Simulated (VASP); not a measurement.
```
CELL_PARAMETERS angstrom
      2.96666     0.00000     0.00000
      0.00000     2.96666     0.00000
      0.00000     0.00000     2.96666
ATOMIC_POSITIONS crystal
  Zn 0.50000 0.50000 0.50000
  Au 0.00000 0.00000 0.00000
```

Level of theory: LDA (Ceperley-Alder, Perdew-Zunger), VASP's LDA PAW potentials (set 64) (plane waves; VASP). Run with 500 eV cut-off, 12×12×12 Γ-centred mesh, first-order Methfessel-Paxton smearing of 0.10 eV, potentials Zn Au.

Energy and stress use the plane-wave basis of the starting cell.

Q: The ions, cell shape and volume at an external pressure of 45.0 GPa are relaxed. What does this cell relax into?

A: 
```
CELL_PARAMETERS angstrom
      2.92333     0.00000     0.00000
      0.00000     2.92333     0.00000
      0.00000     0.00000     2.92333
ATOMIC_POSITIONS crystal
  Zn 0.50000 0.50000 0.50000
  Au 0.00000 0.00000 0.00000
```
Space group Pm-3m (221), at a tolerance of 0.03 Å.

Q: How do energy and volume change from the first to the last step?

A: The energy (σ→0) changes by +130.3 meV/atom and the volume by -4.3 %, in 4 ionic steps.

| step | E(σ→0) (eV) | max force (eV/Å) | pressure (GPa) | volume (Å³) |
|---|---|---|---|---|
| 1 | -6.4595 | 0.000 | 29.90 | 26.11 |
| 2 | -4.6581 | 0.000 | 115.55 | 21.73 |
| 3 | -6.2124 | 0.000 | 44.12 | 25.03 |
| 4 | -6.1988 | 0.000 | 44.75 | 24.98 |

The compound is AuZn in the CsCl type structure. This run relaxes it under an external pressure of 45 GPa. Symmetry was kept, so distortions that lower it aren't found. The electron count is odd and the run is not spin-polarised, which forces a metal.
